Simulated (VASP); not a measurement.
Wanted: the native input for a VASP 6.6.1 run.

| Quantity | Value |
| --- | --- |
| Task | band structure |
| Functional | LDA |
| Potentials or basis | VASP PAW LDA potentials, release 64 (Y_sv, Nb_sv) |
| Cutoff | 520 eV |
| k mesh | 7 × 7 × 7 |
| Occupations | fermi-dirac, width 0.05 eV |
| Spin | no spin polarisation |
| Further INCAR settings | PREC = Normal; ALGO = Normal; EDIFF = 1e-06 |

The system is YNb.

```
CELL_PARAMETERS angstrom
3.61141 0.00000 0.00000
0.00000 3.61141 0.00000
0.00000 0.00000 3.61141
ATOMIC_POSITIONS crystal
Y 0.00000 0.00000 0.00000
Nb 0.50000 0.50000 0.50000
```

The cell was built by a generator and needn't be a form met in nature.

These files were run (other wordings do the same):

POSCAR

```
YNb
1.0
    3.6114100000      0.0000000000      0.0000000000
    0.0000000000      3.6114100000      0.0000000000
    0.0000000000      0.0000000000      3.6114100000
Y Nb
1 1
Direct
    0.0000000000      0.0000000000      0.0000000000
    0.5000000000      0.5000000000      0.5000000000
```

INCAR.step1

```
ALGO     = Normal         # electronic algorithm
EDIFF    = 1E-6           # SCF threshold, eV
ENCUT    = 520            # plane-wave cutoff, eV
ISIF     = 2              # what is computed and relaxed
ISMEAR   = -1             # smearing method
LASPH    = True           # aspherical terms in the spheres
LCHARG   = True           # write CHGCAR
LMAXMIX  = 4              # l up to which the mixer works
LREAL    = False          # projectors in reciprocal space
LWAVE    = False          # write WAVECAR
NELM     = 100            # most SCF steps
PREC     = Normal         # precision mode
SIGMA    = 0.05           # smearing width, eV
```

KPOINTS.step1

```
k-points
0
Gamma
  7 7 7
```

INCAR.step2

```
ALGO     = Normal         # electronic algorithm
EDIFF    = 1E-6           # SCF threshold, eV
ENCUT    = 520            # plane-wave cutoff, eV
ICHARG   = 11             # starting density
ISIF     = 2              # what is computed and relaxed
ISMEAR   = 0              # smearing method
LASPH    = True           # aspherical terms in the spheres
LCHARG   = False          # write CHGCAR
LMAXMIX  = 4              # l up to which the mixer works
LREAL    = False          # projectors in reciprocal space
LWAVE    = False          # write WAVECAR
NELM     = 100            # most SCF steps
PREC     = Normal         # precision mode
SIGMA    = 0.05           # smearing width, eV
```

KPOINTS.step2

```
path GXMGRX,MR
10
line-mode
reciprocal
 0.0000000000  0.0000000000  0.0000000000  G
 0.0000000000  0.5000000000  0.0000000000  X

 0.0000000000  0.5000000000  0.0000000000  X
 0.5000000000  0.5000000000  0.0000000000  M

 0.5000000000  0.5000000000  0.0000000000  M
 0.0000000000  0.0000000000  0.0000000000  G

 0.0000000000  0.0000000000  0.0000000000  G
 0.5000000000  0.5000000000  0.5000000000  R

 0.5000000000  0.5000000000  0.5000000000  R
 0.0000000000  0.5000000000  0.0000000000  X

 0.5000000000  0.5000000000  0.0000000000  M
 0.5000000000  0.5000000000  0.5000000000  R
```

Potentials or basis: VASP PAW LDA potentials, release 64 (Y_sv, Nb_sv).

Run with:

```sh
$ cat potpaw_LDA.64/Y_sv/POTCAR potpaw_LDA.64/Nb_sv/POTCAR > POTCAR
$ cp INCAR.step1 INCAR
$ cp KPOINTS.step1 KPOINTS
$ mpirun -np 1 vasp_std > vasp.out
$ cp INCAR.step2 INCAR
$ cp KPOINTS.step2 KPOINTS
$ mpirun -np 1 vasp_std > vasp.out
```

It gave:

```yaml
Band_gap_along_the_path: none (metal or under the smearing width)
```

Caveat: the log is that of the step along the path at fixed density, whose energy, stress, charges and moments have no meaning.

Run time: 10 s on 1 thread of Intel(R) Xeon(R) 6975P-C (Granite Rapids), with other jobs on the host, peak memory 0.16 GiB.
